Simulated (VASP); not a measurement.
# YGe: structure and properties in VASP, part 2 of 6

Wanted: the relaxed cell of YGe and its properties. The start is a computed cell from the Materials Project.

VASP 6.6.1; PBEsol; plane waves and PAW (Y_sv, Ge_d).

Still holding for the runs below: The k-mesh is coarse for a metal.

So far. Step 2 (Relaxing cell and atoms (PBEsol)): It ends with a largest force of 0.008 eV/Å and a pressure of 0.02 GPa.

**3. Second relaxation**

The basis stayed that of the start cell while the cell moved. A rerun from the cell reached resets it; the error of the finite cutoff stays.

INCAR reads:

```
SYSTEM = YGe
PREC = Accurate
ENCUT = 410
EDIFF = 1E-06
NELM = 100
ISMEAR = 0
SIGMA = 0.05
LREAL = .FALSE.
ALGO = Normal
GGA = PS
NBANDS = 31
LASPH = .TRUE.
LORBIT = 11
LWAVE = .FALSE.
LCHARG = .FALSE.
KPAR = 4
IBRION = 2
NSW = 60
ISIF = 3
EDIFFG = -0.01
```

POSCAR reads:

```
YGe
1.0
    2.1107708540     -5.2980193910      0.0000000000
    2.1107708540      5.2980193910      0.0000000000
    0.0000000000      0.0000000000      3.9333052795
Y Ge
2 2
Direct
    0.1380232545      0.8619767455      0.2500000000
    0.8619767455      0.1380232545      0.7500000000
    0.4153710894      0.5846289106      0.2500000000
    0.5846289106      0.4153710894      0.7500000000
```

KPOINTS reads:

```
Automatic mesh
0
Gamma
6 6 6
0 0 0
```

Potentials, in the order of the species: Y_sv and Ge_d (PBE family, release 64).

Launch:

```console
$ mpirun -np 4 vasp_std
```

Log:

```text
[banner, memory and clock lines left out]
running    4 mpi-ranks, on    1 nodes
 distrk:  each k-point on    1 cores,    4 groups
 distr:  one band on    1 cores,    1 groups

 POSCAR found type information on POSCAR Y Ge
 POSCAR found :  2 types and       4 ions
 [... a notice as in an earlier step ...]

 LDA part: xc-table for (Slater+PW92), standard interpolation
 POSCAR, INCAR and KPOINTS ok, starting setup
 FFT: planning ... GRIDC
 FFT: planning ... GRID_SOFT
 FFT: planning ... GRID
 WAVECAR not read
 entering main loop
       N       E                     dE             d eps       ncg     rms          rms(c)
DAV:   1     0.394580070288E+03    0.39458E+03   -0.21856E+04  3874   0.300E+03
DAV:   2     0.360283489244E+02   -0.35855E+03   -0.34729E+03  3267   0.695E+02
DAV:   3    -0.231343856385E+02   -0.59163E+02   -0.58195E+02  3953   0.176E+02
DAV:   4    -0.285138178125E+02   -0.53794E+01   -0.53559E+01  5426   0.461E+01
DAV:   5    -0.286671979485E+02   -0.15338E+00   -0.15335E+00  4383   0.761E+00    0.414E+01
DAV:   6    -0.275366826992E+02    0.11305E+01   -0.24407E+00  5104   0.733E+00    0.275E+01
DAV:   7    -0.274319495977E+02    0.10473E+00   -0.21591E+00  5136   0.871E+00    0.459E+00
DAV:   8    -0.273818910517E+02    0.50059E-01   -0.52985E-01  4348   0.508E+00    0.121E+00
DAV:   9    -0.273809559792E+02    0.93507E-03   -0.33356E-02  4748   0.179E+00    0.284E-01
DAV:  10    -0.273808132759E+02    0.14270E-03   -0.19931E-03  4408   0.317E-01    0.816E-02
DAV:  11    -0.273808021201E+02    0.11156E-04   -0.12628E-04  5174   0.106E-01    0.263E-02
DAV:  12    -0.273807994090E+02    0.27110E-05   -0.13305E-05  3766   0.250E-02    0.115E-02
DAV:  13    -0.273807995018E+02   -0.92825E-07   -0.21092E-06  3195   0.121E-02
   1 F= -.27380800E+02 E0= -.27378745E+02  d E =-.273808E+02
 curvature:   0.00 expect dE= 0.000E+00 dE for cont linesearch  0.000E+00
 trial: gam= 0.00000 g(F)=  0.832E-05 g(S)=  0.795E-05 ort = 0.000E+00 (trialstep = 0.100E+01)
 search vector abs. value=  0.163E-04
 reached required accuracy - stopping structural energy minimisation
```

Run time: 24 s. Hardware: 4 MPI ranks of AMD EPYC 9R14 (Zen 4), shared host; peak memory 0.99 GiB; 92 s of CPU time.

OUTCAR, selected parts (step 3):

```text
  LATTYP: Found a base centered orthorhombic cell.
 ALAT       =     4.2215417080
 B/A-ratio  =     2.5099926792
 C/A-ratio  =     0.9317224729

 Found     52 irreducible k-points:

   ENCUT  =  410.0 eV  30.13 Ry    5.49 a.u.   9.42  9.42  6.49*2*pi/ulx,y,z

   NELECT =      50.0000    total number of electrons

 E-fermi :   5.1896

 k-point     1 :       0.0000    0.0000    0.0000
  band No.  band energies     occupation
    ...
     20      -1.8232      2.00000
     21       2.4126      2.00000
     22       3.3283      2.00000
     23       3.9604      2.00000
     24       4.2085      2.00000
     25       5.5795      0.00000
     26       5.8546      0.00000
     27       6.6461      0.00000
     28       7.8307      0.00000
     29       8.0670      0.00000
    ...

 k-point     2 :       0.1667   -0.0000    0.0000
  band No.  band energies     occupation
    ...
     20      -1.6746      2.00000
     21       1.7090      2.00000
     22       3.5365      2.00000
     23       3.6984      2.00000
     24       3.9782      2.00000
     25       5.5740      0.00000
     26       6.1599      0.00000
     27       6.3063      0.00000
     28       6.7351      0.00000
     29       7.7988      0.00000
    ...

  Total        0.0124304     -0.0220573      0.0042839      0.0000000     -0.0000000      0.0000000
  in kB        0.2263882     -0.4017173      0.0780205      0.0000000     -0.0000000      0.0000000
  external PRESSURE =      -0.0324362 kB  Pullay stress =       0.0000000 kB

  energy-cutoff  :      410.00
  volume of cell :       87.97
      direct lattice vectors                 reciprocal lattice vectors
     2.110770854 -5.298019391  0.000000000     0.236880284 -0.094374891  0.000000000
     2.110770854  5.298019391  0.000000000     0.236880284  0.094374891  0.000000000
     0.000000000  0.000000000  3.933305279     0.000000000  0.000000000  0.254239101

 POSITION                                       TOTAL-FORCE (eV/Angst)
 -----------------------------------------------------------------------------------
      2.11077      3.83552      0.98333         0.000000      0.004496     -0.000000
      2.11077     -3.83552      2.94998         0.000000     -0.004496      0.000000
      2.11077      0.89673      0.98333         0.000000      0.008126      0.000000
      2.11077     -0.89673      2.94998         0.000000     -0.008126      0.000000
 -----------------------------------------------------------------------------------
    total drift:                                0.000000      0.000000     -0.000000

  FREE ENERGIE OF THE ION-ELECTRON SYSTEM (eV)
  ---------------------------------------------------
  free  energy   TOTEN  =       -27.3807995018 eV

  energy  without entropy=      -27.3766905269  energy(sigma->0) =      -27.37874501

 total charge
# of ion       s       p       d       f       tot
--------------------------------------------------
    1        2.182   6.362   1.078   0.028   9.650
    2        2.182   6.362   1.078   0.028   9.650
    3        1.135   1.282  10.009   0.000  12.426
    4        1.135   1.282  10.009   0.000  12.426
--------------------------------------------------
tot          6.634  15.287  22.173   0.056  44.151

[... 5 parts as in an earlier step ...]

[... 7 further parts left out ...]
```

CONTCAR:

```
YGe
   1.00000000000000
     2.1107708540000001   -5.2980193910000004    0.0000000000000000
     2.1107708540000001    5.2980193910000004    0.0000000000000000
     0.0000000000000000    0.0000000000000000    3.9333052794999999
  Y               Ge
     2     2
Direct
     0.1380232544999984    0.8619767455000016    0.2500000000000000
     0.8619767455000016    0.1380232544999984    0.7500000000000000
     0.4153710893999971    0.5846289106000029    0.2500000000000000
     0.5846289106000029    0.4153710893999971    0.7500000000000000
```

Little changed from the start: no atom moved by 0.005 Å and no cell edge by 0.1 %.

Numbers from this step:

```yaml
pressure: -0.003244 GPa
scf_cycles_over_all_ionic_steps: 13
```

It ends with a largest force of 0.008 eV/Å and a pressure of 0.00 GPa. The volume moved by under 0.01 %: the run met its threshold at the first step.

**4. Density, ELF and potential (PBEsol)**

A single point on the relaxed cell gives a clean self-consistent state, with density, ELF and potential written out.

INCAR, as its differences from that of step 3:

```diff
@@ -14,7 +14,5 @@
 LWAVE = .FALSE.
-LCHARG = .FALSE.
-KPAR = 4
-IBRION = 2
-NSW = 60
-ISIF = 3
-EDIFFG = -0.01
+LCHARG = .TRUE.
+ISIF = 2
+LELF = .TRUE.
+LVHAR = .TRUE.
```

POSCAR is that of step 3.

KPOINTS is that of step 3.

Launch:

```console
$ mpirun -np 4 vasp_std
```

Log:

```text
[banner, memory and clock lines left out]
running    4 mpi-ranks, on    1 nodes
 distrk:  each k-point on    4 cores,    1 groups
 distr:  one band on    1 cores,    4 groups

 POSCAR found type information on POSCAR Y Ge
 POSCAR found :  2 types and       4 ions
 [... a notice as in an earlier step ...]

 LDA part: xc-table for (Slater+PW92), standard interpolation
|                                                                             |
|           W    W    AA    RRRRR   N    N  II  N    N   GGGG   !!!           |
|           W    W   A  A   R    R  NN   N  II  NN   N  G    G  !!!           |
|           W    W  A    A  R    R  N N  N  II  N N  N  G       !!!           |
|           W WW W  AAAAAA  RRRRR   N  N N  II  N  N N  G  GGG   !            |
|           WW  WW  A    A  R   R   N   NN  II  N   NN  G    G                |
|           W    W  A    A  R    R  N    N  II  N    N   GGGG   !!!           |
|                                                                             |
|     The number of bands has been changed from the values supplied in        |
|     The orbitals not found in the WAVECAR file will be initialized with     |
|     random numbers, which is usually adequate. For correlated               |
|     calculations, however, you should redo the groundstate calculation.     |
|     I found NBANDS = 31. Now, NBANDS = 32.                                  |
|                                                                             |

 POSCAR, INCAR and KPOINTS ok, starting setup
 FFT: planning ... GRIDC
 FFT: planning ... GRID_SOFT
 FFT: planning ... GRID
 WAVECAR not read
 entering main loop
       N       E                     dE             d eps       ncg     rms          rms(c)
DAV:   1     0.394265421608E+03    0.39427E+03   -0.21643E+04  3976   0.291E+03
DAV:   2     0.365827694796E+02   -0.35768E+03   -0.34514E+03  3352   0.694E+02
DAV:   3    -0.227630577637E+02   -0.59346E+02   -0.58419E+02  3976   0.171E+02
DAV:   4    -0.285393560980E+02   -0.57763E+01   -0.57469E+01  5656   0.458E+01
DAV:   5    -0.286679357795E+02   -0.12858E+00   -0.12856E+00  4432   0.743E+00    0.413E+01
DAV:   6    -0.275373344696E+02    0.11306E+01   -0.23262E+00  5360   0.706E+00    0.275E+01
DAV:   7    -0.274314109638E+02    0.10592E+00   -0.21095E+00  5368   0.847E+00    0.467E+00
DAV:   8    -0.273821259612E+02    0.49285E-01   -0.50932E-01  4544   0.491E+00    0.129E+00
DAV:   9    -0.273809816326E+02    0.11443E-02   -0.31864E-02  4744   0.168E+00    0.286E-01
DAV:  10    -0.273808123741E+02    0.16926E-03   -0.19589E-03  4608   0.314E-01    0.600E-02
DAV:  11    -0.273808020761E+02    0.10298E-04   -0.12683E-04  5312   0.971E-02    0.260E-02
DAV:  12    -0.273807994421E+02    0.26339E-05   -0.12504E-05  3912   0.234E-02    0.101E-02
DAV:  13    -0.273807995156E+02   -0.73422E-07   -0.22300E-06  3424   0.119E-02
   1 F= -.27380800E+02 E0= -.27378745E+02  d E =-.410893E-02
```

Elapsed: 25 s, on 4 MPI ranks; peak memory 0.61 GiB; 96 s of CPU time.

From OUTCAR (step 4):

```text
 Found     52 irreducible k-points:

   k-points           NKPTS =     52   k-points in BZ     NKDIM =     52   number of bands    NBANDS=     32

   NELECT =      50.0000    total number of electrons

 E-fermi :   5.1897

 k-point     1 :       0.0000    0.0000    0.0000
  band No.  band energies     occupation
    ...
     20      -1.8233      2.00000
     21       2.4126      2.00000
     22       3.3283      2.00000
     23       3.9604      2.00000
     24       4.2085      2.00000
     25       5.5795      0.00000
     26       5.8546      0.00000
     27       6.6461      0.00000
     28       7.8308      0.00000
     29       8.0670      0.00000
    ...

 k-point     2 :       0.1667   -0.0000    0.0000
  band No.  band energies     occupation
    ...
     20      -1.6746      2.00000
     21       1.7090      2.00000
     22       3.5365      2.00000
     23       3.6984      2.00000
     24       3.9782      2.00000
     25       5.5740      0.00000
     26       6.1599      0.00000
     27       6.3063      0.00000
     28       6.7351      0.00000
     29       7.7989      0.00000
    ...

  Total        0.0121173     -0.0222480      0.0040318      0.0000000      0.0000000      0.0000000
  in kB        0.2206849     -0.4051909      0.0734290      0.0000000      0.0000000      0.0000000
  external PRESSURE =      -0.0370256 kB  Pullay stress =       0.0000000 kB

 POSITION                                       TOTAL-FORCE (eV/Angst)
 -----------------------------------------------------------------------------------
      2.11077      3.83552      0.98333         0.000000      0.004489     -0.000000
      2.11077     -3.83552      2.94998         0.000000     -0.004489     -0.000000
      2.11077      0.89673      0.98333         0.000000      0.008074      0.000000
      2.11077     -0.89673      2.94998         0.000000     -0.008074      0.000000
 -----------------------------------------------------------------------------------
    total drift:                                0.000000      0.000000     -0.000000

  FREE ENERGIE OF THE ION-ELECTRON SYSTEM (eV)
  ---------------------------------------------------
  free  energy   TOTEN  =       -27.3807995156 eV

  energy  without entropy=      -27.3766905835  energy(sigma->0) =      -27.37874505

[... 12 parts as in an earlier step ...]

[... 2 further parts left out ...]
```

Numbers from this step:

* SCF cycles: 13
* bands: 32
* pressure: -0.003703 GPa

Valence electrons inside each PAW sphere by angular momentum. Sphere charges, by row:

| atom | s (e) | p (e) | d (e) | f (e) | tot (e) |
| --- | --- | --- | --- | --- | --- |
| Y1 | 2.182 | 6.362 | 1.078 | 0.028 | 9.65 |
| Y2 | 2.182 | 6.362 | 1.078 | 0.028 | 9.65 |
| Ge3 | 1.135 | 1.282 | 10.01 | 0 | 12.43 |
| Ge4 | 1.135 | 1.282 | 10.01 | 0 | 12.43 |

Valence density in the bc plane of the conventional cell at fractional x = 0.000, with atoms of Y and Ge within 0.2 Å of it. It is the smooth field of the valence electrons, not physical close to the nuclei.

Values in e/Å³, 6 rows by 16 columns, each cell a mean:
```
 0  0  0  0  0  0  0  0  1  5  1  0  0  2  2  0
 0  0  0  0  0  0  0  0  4 14  3  0  1  4  3  1
 0  0  0  0  0  0  0  0  1  2  1  0  0  1  1  0
 0  1  2  1  0  1  4  2  0  0  0  0  0  0  0  0
 0  3  4  1  0  1 13  7  0  0  0  0  0  0  0  0
 0  1  2  1  0  0  2  1  0  0  0  0  0  0  0  0
```
Columns run along b (10.6 Å), rows up along c (3.9 Å), edges of the conventional cell, whose origin can differ from the input's. Atoms in or near the plane, at fractional coordinates: Y at (0.86, 0.75), Y at (0.14, 0.25), Ge at (0.58, 0.75), Ge at (0.42, 0.25).

Electrostatic potential energy in the bc plane of the conventional cell at fractional x = 0.000, with atoms of Y and Ge within 0.2 Å of it. With pseudopotentials it is smooth inside the atoms' cores, unlike the true potential.

Ten even steps from '0' (-52 eV) to '9' (3 eV), each cell a mean:
```
999888999999999853479998766678
999999999999999510037987655578
999999999999998400027987554568
999999999999999510037987655578
999888999999999853469998666678
987777899997668888899999877889
986656789973125899999999999999
876545679840002799999999999999
876545678840002799999999999999
976556789963125899999999999999
987767899997668888899999877889
```
Columns run along b (10.6 Å; values clipped at the 3rd and 97th percentile), rows up along c (3.9 Å), edges of the conventional cell, whose origin can differ from the input's. Atoms in or near the plane, at fractional coordinates: Y at (0.86, 0.75), Y at (0.14, 0.25), Ge at (0.58, 0.75), Ge at (0.42, 0.25).

ELF in the bc plane of the conventional cell at fractional x = 0.000, with atoms of Y and Ge within 0.2 Å of it. It is the smooth field of the valence electrons, not physical close to the nuclei.

Ten even steps from '0' (0.10) to '9' (0.69), each cell a mean:
```
000000015777666655578612688730
122100135654445531267515999961
134211346543234411257516999971
122100145654345531257515999961
010000025776666655578612798730
002565204886666766678620133100
027999613775335655566641000011
049999823763113443345653111332
049999823763113443335653111332
027999613775335555566641000011
002565204886656766678620122100
```
Columns run along b (10.6 Å), rows up along c (3.9 Å), edges of the conventional cell, whose origin can differ from the input's. Atoms in or near the plane, at fractional coordinates: Y at (0.86, 0.75), Y at (0.14, 0.25), Ge at (0.58, 0.75), Ge at (0.42, 0.25).

In this run the pressure is 0.00 GPa, small enough to go on.

(Continued in part 3 of 6.)

[Lines on the potential files, build, host, timing and source positions are cut from VASP's logs without a mark.]

[Logs are printed without paths, hosts, clocks, repeated set-up lines and the standing remarks that a program may print on its own settings, such as how far it seeks lower states.]

[Hosts, paths, dates, database ids (printed as entryN), source tags and the programs' standing remarks are cut or masked in the printed files.]

[A measured line is paired with the nearest computed mode of its activity, which favours agreement.]
